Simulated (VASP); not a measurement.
VASP ran on this input.

POSCAR:
```
TiC
1
    0.0000000000     2.1340601069     2.1340601069
    2.1340601069     0.0000000000     2.1340601069
    2.1340601069     2.1340601069     0.0000000000
Ti C
1 1
Direct
  0.0000000000   0.0000000000   0.0000000000
  0.5000000000   0.5000000000   0.5000000000
```

**KPOINTS**
```
Automatic mesh
0
Gamma
15 15 15
0 0 0
```

### INCAR
```
SYSTEM = TiC
PREC = Accurate
ENCUT = 620
EDIFF = 1E-6
NELM = 100
ALGO = Normal
LREAL = .FALSE.
LASPH = .TRUE.
ISMEAR = 1
SIGMA = 0.1
GGA = PS
LMAXMIX = 4
LWAVE = .FALSE.
LCHARG = .FALSE.
IBRION = 2
ISIF = 3
NSW = 40
EDIFFG = -0.02
PSTRESS = 100
```

POTCAR, in this order: Ti_sv C (PBE.64 set). Program: vasp_std.

Task: Translate this PBEsol calculation to Ansatz.

Result: One equivalent input (not run):
Ansatz 0.2 input:
```yaml
crystal:
  lattice:
    - [0.0000000, 2.1340601, 2.1340601]
    - [2.1340601, 0.0000000, 2.1340601]
    - [2.1340601, 2.1340601, 0.0000000]
  atoms:
    - { symbol: Ti, position: [0.0000000, 0.0000000, 0.0000000] }
    - { symbol: C, position: [0.5000000, 0.5000000, 0.5000000] }
kpoints:
  mp_grid: { grid: [15, 15, 15] }
hamiltonian:
  xc: pbesol
  pseudopotentials: { kind: paw }
scf:
  occupations: { method: methfessel_paxton, width: 0.1 }
  max_iter: 100
relax:
  max_steps: 40
  f_tol: 0.02
  cell: { p_target: 10 }
output: { forces: true, stress: true, eigenvalues: true }
```
The two are equivalent in intent, not identical: each code has its own PAW files, so the cut-off isn't converted (ENCUT is set for VASP's; basis.ecutwfc is left out, and Ansatz then takes the one that its files recommend); Ansatz stops its SCF on the density residual and VASP on the energy change (EDIFF).

The compound is TiC in the rock salt structure. This run relaxes it under an external pressure of 10 GPa. Symmetry was kept, so distortions that lower it aren't found.
